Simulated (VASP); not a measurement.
# SiF (Pm-3m) in VASP: a series of runs

The runs below take SiF through relaxation of the atoms, single point, relaxation of cell and atoms, with r2SCAN, SCAN0.

All numbers are computed with VASP 6.6.1; they aren't measurements. Logs are shortened: lines on timing, memory, paths and dates and some standing lists are left out, and cuts for length are marked.

### 1 The crystal as given

The structure is cubic, space group Pm-3m (No. 221). Conventional cell: a = 3.029 Å, b = 3.029 Å, c = 3.029 Å, α = 90.00°, β = 90.00°, γ = 90.00°. Si (site symmetry m-3m) has 8 F at 2.62 Å as nearest neighbours. F (site symmetry m-3m) has 8 Si at 2.62 Å as nearest neighbours.

The cell was built by a generator and needn't be a form met in nature.

### 2 Relaxation of the atoms, r2SCAN (atoms moved at random, drawn with an rms of 0.05 Å)

Contents of INCAR:

```
SYSTEM = SiF
PREC = Accurate ; ENCUT = 520
EDIFF = 1E-6 ; ISMEAR = 0
SIGMA = 0.05 ; LREAL = .False.
LASPH = .True. ; NELM = 100
ALGO = Normal ; ISIF = 2
LWAVE = .False. ; LCHARG = .False.
METAGGA = R2SCAN ; LMIXTAU = .True.
IBRION = 2 ; NSW = 60
EDIFFG = -0.02
```

Contents of KPOINTS:

```
regular mesh
0
Gamma
  7 7 7
  0 0 0
```

Contents of POSCAR:

```
SiF
1.0
    3.0286000000      0.0000000000      0.0000000000
    0.0000000000      3.0286000000      0.0000000000
    0.0000000000      0.0000000000      3.0286000000
Si F
1 1
Direct
    0.5012020000      0.5117010000      0.5010540000
   -0.0076590000      0.0047950000      0.0079720000
```

Potentials or basis: VASP PAW PBE potentials, release 64 (Si, F).

Launch:

```console
> cat potpaw_PBE.64/Si/POTCAR potpaw_PBE.64/F/POTCAR > POTCAR
> mpirun -np 1 vasp_std > vasp.out
```

OUTCAR:

```text
SYSTEM = SiF
   PREC = Accurate
   ENCUT = 520
   EDIFF = 1E-6
   ISMEAR = 0
   LREAL = .False.
   LASPH = .True.
   NELM = 100
   ISIF = 2
   METAGGA = R2SCAN
   IBRION = 2
   NSW = 60
   EDIFFG = -0.02

 ion  position               nearest neighbor table
   1  0.501  0.512  0.501-
   2  0.992  0.005  0.008-

  LATTYP: Found a simple cubic cell.
 ALAT       =     3.0286000000

  Lattice vectors:

 A1 = (   3.0286000000,   0.0000000000,   0.0000000000)
 A2 = (   0.0000000000,   3.0286000000,   0.0000000000)
 A3 = (   0.0000000000,   0.0000000000,   3.0286000000)

Analysis of symmetry for initial positions (statically):
=====================================================================
 Subroutine PRICEL returns:
 Original cell was already a primitive cell.

 Routine SETGRP: Setting up the symmetry group for a
 simple cubic supercell.

 Subroutine GETGRP returns: Found  1 space group operations
 (whereof  1 operations were pure point group operations)
 out of a pool of 48 trial point group operations.

The static configuration has the point symmetry C_1 .

Analysis of symmetry for dynamics (positions and initial velocities):
=====================================================================
 Subroutine PRICEL returns:
 Original cell was already a primitive cell.

 Routine SETGRP: Setting up the symmetry group for a
 simple cubic supercell.

 Subroutine GETGRP returns: Found  1 space group operations
 (whereof  1 operations were pure point group operations)
 out of a pool of 48 trial point group operations.

The dynamic configuration has the point symmetry C_1 .

 Subroutine INISYM returns: Found  1 space group operations
 (whereof  1 operations are pure point group operations),
 and found     1 'primitive' translations

----------------------------------------------------------------------------------------

                                     Primitive cell

  volume of cell :      27.7796

  direct lattice vectors                    reciprocal lattice vectors
     3.028600000  0.000000000  0.000000000     0.330185564  0.000000000  0.000000000
     0.000000000  3.028600000  0.000000000     0.000000000  0.330185564  0.000000000
     0.000000000  0.000000000  3.028600000     0.000000000  0.000000000  0.330185564

  length of vectors
     3.028600000  3.028600000  3.028600000     0.330185564  0.330185564  0.330185564

  position of ions in fractional coordinates (direct lattice)
     0.501202000  0.511701000  0.501054000
     0.992341000  0.004795000  0.007972000

  ion indices of the primitive-cell ions
   primitive index   ion index
                 1           1
                 2           2

----------------------------------------------------------------------------------------

 KPOINTS: regular mesh

Automatic generation of k-mesh.
 Grid dimensions read from file:
 generate k-points for:    7    7    7

 Generating k-lattice:

  Cartesian coordinates                     Fractional coordinates (reciprocal lattice)
     0.047169366  0.000000000  0.000000000     0.142857143  0.000000000  0.000000000
     0.000000000  0.047169366  0.000000000     0.000000000  0.142857143  0.000000000
     0.000000000  0.000000000  0.047169366     0.000000000  0.000000000  0.142857143

  Length of vectors
     0.047169366  0.047169366  0.047169366

  Shift w.r.t. Gamma in fractional coordinates (k-lattice)
     0.000000000  0.000000000  0.000000000

 Subroutine IBZKPT returns following result:
 ===========================================

 Found    172 irreducible k-points:

 Following reciprocal coordinates:
            Coordinates               Weight
  0.000000  0.000000  0.000000      1.000000
  0.142857  0.000000  0.000000      2.000000
  0.000000  0.142857  0.000000      2.000000
  0.000000  0.000000  0.142857      2.000000
  0.285714  0.000000  0.000000      2.000000
  0.000000  0.285714  0.000000      2.000000
[... 16 lines left out ...]
  0.000000 -0.285714  0.142857      2.000000
 -0.142857  0.000000  0.285714      2.000000
 [... further k-points ...]
   k-points           NKPTS =    172   k-points in BZ     NKDIM =    172   number of bands    NBANDS=      9
   number of dos      NEDOS =    301   number of ions     NIONS =      2
   total plane-waves  NPLWV =  13824
   dimension x,y,z NGX =    24 NGY =   24 NGZ =   24
   dimension x,y,z NGXF=    48 NGYF=   48 NGZF=   48
   ions per type =               1   1
   NGX,Y,Z   is equivalent  to a cutoff of  13.17, 13.17, 13.17 a.u.
   NGXF,Y,Z  is equivalent  to a cutoff of  26.35, 26.35, 26.35 a.u.
 SYSTEM =  SiF
   PREC   = accura    normal or accurate (medium, high low for compatibility)
   ISTART =      0    job   : 0-new  1-cont  2-samecut
   ICHARG =      2    charge: 1-file 2-atom 10-const
   ISPIN  =      1    spin polarized calculation?
   LNONCOLLINEAR =      F non collinear calculations
   LSORBIT =      F    spin-orbit coupling
   LASPH  =      T    aspherical Exc in radial PAW
   ENCUT  =  520.0 eV  38.22 Ry    6.18 a.u.   5.63  5.63  5.63*2*pi/ulx,y,z
   NELM   =    100;   NELMIN=  2; NELMDL= -5     # of ELM steps
   EDIFF  = 0.1E-05   stopping-criterion for ELM
   LREAL  =      F    real-space projection
   EDIFFG = -.2E-01   stopping-criterion for IOM
   NSW    =     60    number of steps for IOM
   IBRION =      2    ionic relax: 0-MD 1-quasi-New 2-CG
   NFREE  =      1    steps in history (QN), initial steepest desc. (CG)
   ISIF   =      2    stress and relaxation
   ISYM   =      2    0-nonsym 1-usesym 2-fastsym
   POTIM  = 0.5000    time-step for ionic-motion
   TEBEG  =    0.0;   TEEND  =   0.0 temperature during run
   PSTRESS=    0.0 pullay stress
   NELECT =      11.0000    total number of electrons
   NUPDOWN=      -1.0000    fix difference up-down
   EMIN   =  10.00;   EMAX   =-10.00  energy-range for DOS
   EFERMI =   0.00;   METHOD = LEGACY
   ISMEAR =     0;   SIGMA  =   0.05  broadening in eV -4-tet -1-fermi 0-gaus
   EFERMI_NEDOS =   21; number of points for ismear=-14 and -15
   IALGO  =     38    algorithm
   IMIX   =      4    mixing-type and parameters
     AMIX     =   0.40;   BMIX     =  1.00
     AMIX_MAG =   1.60;   BMIX_MAG =  1.00
  volume/ion in A,a.u.               =      13.89        93.73
  Fermi-wavevector in a.u.,A,eV,Ry     =   1.202164  2.271761 19.663124  1.445199
  Thomas-Fermi vector in A             =   2.337953
   LORBIT       =      0    0 simple, 1 ext, 2 COOP (PROOUT), +10 PAW based schemes
   METAGGA = R2SCAN    functional components
   LHFCALC =     F    Hartree Fock is set to
   AEXX    =    0.0000 exact exchange contribution
   IVDW    =     0    specifies the selected vdW correction
   LEPSILON=     F    determine dielectric tensor
   LRPA    =     F    only Hartree local field effects (RPA)
 conjugate gradient relaxation of ions
 non-spin polarized calculation
 Gauss-broadening in eV      SIGMA  =   0.05
  energy-cutoff  :      520.00
  volume of cell :       27.78
 maximum number of plane-waves:       756
   NGX = 11   NGY = 11   NGZ = 11

--------------------------------------- Ionic step        1  -------------------------------------------

 number of electron      10.9999996 magnetization

 Free energy of the ion-electron system (eV)
  ---------------------------------------------------
  ext. energy  EPLUGINS =         0.00000000
  ---------------------------------------------------
  free energy    TOTEN  =       -12.17939870 eV

  energy without entropy =      -12.17744238  energy(sigma->0) =      -12.17842054

------------------------ aborting loop because EDIFF is reached ----------------------------------------

  FORCE on cell =-STRESS in cart. coord.  units (eV):
  Direction    XX          YY          ZZ          XY          YZ          ZX
  --------------------------------------------------------------------------------------
  -------------------------------------------------------------------------------------
  Total       -0.0867250     -0.0788165     -0.0794175     -0.0086534      0.0067477      0.0084258
  in kB       -5.0018328     -4.5457111     -4.5803768     -0.4990828      0.3891717      0.4859569
  external PRESSURE =      -4.7093069 kB  Pullay stress =       0.0000000 kB
[... 89 lines left out ...]
  FREE ENERGIE OF THE ION-ELECTRON SYSTEM (eV)
  ---------------------------------------------------
  free  energy   TOTEN  =       -12.1801286481 eV

  energy  without entropy=      -12.1781807699  energy(sigma->0) =      -12.17915471

[... ionic steps 4 to 43 ...]

--------------------------------------- Ionic step       44  -------------------------------------------

 number of electron      10.9999991 magnetization

------------------------ aborting loop because EDIFF is reached ----------------------------------------

  FORCE on cell =-STRESS in cart. coord.  units (eV):
  Direction    XX          YY          ZZ          XY          YZ          ZX
  --------------------------------------------------------------------------------------
  -------------------------------------------------------------------------------------
  Total       -1.9238967      6.1512447      4.1176722     -0.0021902      0.0157436      0.1206683
  in kB     -110.9600337    354.7707703    237.4852293     -0.1263169      0.9080059      6.9594971
  external PRESSURE =     160.4319886 kB  Pullay stress =       0.0000000 kB
[... 57 lines left out ...]
  energy  without entropy=      -12.7710780294  energy(sigma->0) =      -12.77158287

--------------------------------------- Ionic step       46  -------------------------------------------

 number of electron      10.9999997 magnetization

 Free energy of the ion-electron system (eV)
  ---------------------------------------------------
  ext. energy  EPLUGINS =         0.00000000
  ---------------------------------------------------
  free energy    TOTEN  =       -12.77222939 eV

  energy without entropy =      -12.77124011  energy(sigma->0) =      -12.77173475

 E-fermi :   6.8278     XC(G=0): -10.4544

 val. band max:        6.8253112705   @ k =   0.2857  -0.2857   0.1429
 cond. band min:       6.9276951233   @ k =   0.2857   0.1429   0.2857
 fundamental gap:      0.1023838527
 Fermi energy:         6.8278156180

 k-point     1 :       0.0000    0.0000    0.0000
  band No.  band energies     occupation
      1     -23.0972      2.00000
      2      -4.0099      2.00000
      3      -3.2327      2.00000
      4      -2.0096      2.00000
      5      -1.7387      2.00000
      6      10.1097      0.00000
      7      11.8561      0.00000
      8      12.9529      0.00000
      9      13.4705      0.00000
[... 265 lines left out ...]
 k-point    24 :      -0.1429    0.0000    0.2857
  band No.  band energies     occupation
      1     -22.9473      2.00000
      2      -5.1112      2.00000
      3      -3.8395      2.00000
      4      -2.1840      2.00000
      5       1.0725      2.00000
      6       7.3932      0.00000
      7       9.9806      0.00000
      8      12.6210      0.00000
      9      16.0287      0.00000

 [... further k-points ...]
[... 5 lines left out ...]
  --------------------------------------------------------------------------------------
  -------------------------------------------------------------------------------------
  Total       -1.9457889      6.0996229      4.1390308     -0.0000848     -0.0037604      0.0181410
  in kB     -112.2226568    351.7935015    238.7170775     -0.0048926     -0.2168801      1.0462781
  external PRESSURE =     159.4293074 kB  Pullay stress =       0.0000000 kB
[... 17 lines left out ...]
  FREE ENERGIE OF THE ION-ELECTRON SYSTEM (eV)
  ---------------------------------------------------
  free  energy   TOTEN  =       -12.7722293945 eV

  energy  without entropy=      -12.7712401117  energy(sigma->0) =      -12.77173475

 reached required accuracy - stopping structural energy minimisation
```

Wall time 20 min (1 thread of Intel Xeon 6975P-C (Granite Rapids), shared host); peak memory 0.2 GiB.

What came out:

```
Free energy                  : -12.7722 eV
Energy gained by relaxing    : 296.4 meV/atom
Ionic steps                  : 46
Pressure after relaxing      : 15.9 GPa
Largest force after relaxing : 0.010 eV/Å
Band gap on the k mesh       : none (metal or under the smearing width)
```

Forces on the atoms (eV/Å):
```
Si  -0.003 -0.009 -0.003
F    0.003  0.009  0.003
```

Stress tensor (GPa, compression positive):
```
-11.22   0.00   0.10
  0.00  35.18  -0.02
  0.10  -0.02  23.87
```

The path:
| step | energy change (eV) | largest force (eV/Å) | pressure (GPa) |
| --- | --- | --- | --- |
| 1 | 0.0000 | 0.0398 | -0.47 |
| 3 | -0.0007 | 0.0563 | -0.45 |
| 5 | -0.0071 | 0.1306 | -0.33 |
| 7 | -0.0946 | 0.5151 | 0.96 |
| 9 | 8.8215 | 53.5986 | 136.39 |
| 11 | -0.3435 | 0.4610 | 11.66 |
| 13 | -0.3502 | 0.2129 | 9.87 |
| 15 | -0.3772 | 0.4066 | 9.25 |
| 17 | -0.4198 | 0.4862 | 9.85 |
| 19 | -0.4353 | 0.3482 | 10.75 |
| 21 | -0.4814 | 0.3809 | 12.46 |
| 23 | -0.4949 | 0.4716 | 12.06 |
| 25 | -0.4982 | 0.5040 | 11.68 |
| 27 | -0.5082 | 0.5122 | 11.27 |
| 29 | -0.5437 | 0.2360 | 13.27 |
| 31 | -0.5464 | 0.2032 | 13.91 |
| 33 | -0.5506 | 0.2066 | 14.17 |
| 35 | -0.5817 | 0.1370 | 14.83 |
| 37 | -0.5867 | 0.0682 | 15.21 |
| 39 | -0.5876 | 0.0740 | 15.50 |
| 41 | -0.5906 | 0.0766 | 15.49 |
| 43 | -0.5920 | 0.0531 | 15.98 |
| 45 | -0.5927 | 0.0239 | 15.99 |
| 46 | -0.5928 | 0.0100 | 15.94 |

Final structure:
```cif
data_structure
_symmetry_space_group_name_H-M 'P 1'
_symmetry_Int_Tables_number 1
_cell_length_a 3.0286
_cell_length_b 3.0286
_cell_length_c 3.0286
_cell_angle_alpha 90.000
_cell_angle_beta 90.000
_cell_angle_gamma 90.000
_cell_volume 27.78
loop_
_atom_site_label
_atom_site_type_symbol
_atom_site_fract_x
_atom_site_fract_y
_atom_site_fract_z
_atom_site_occupancy
Si1 Si 0.74800 0.50884 0.57878 1
F1 F 0.74555 0.00765 0.93025 1
```

Caveat: the PAW data sets were made with another functional, which shifts forces and pressure a little; an odd number of electrons without spin polarisation forces a metal; a magnetic or distorted state may lie lower.

[end of part 1 of 2]
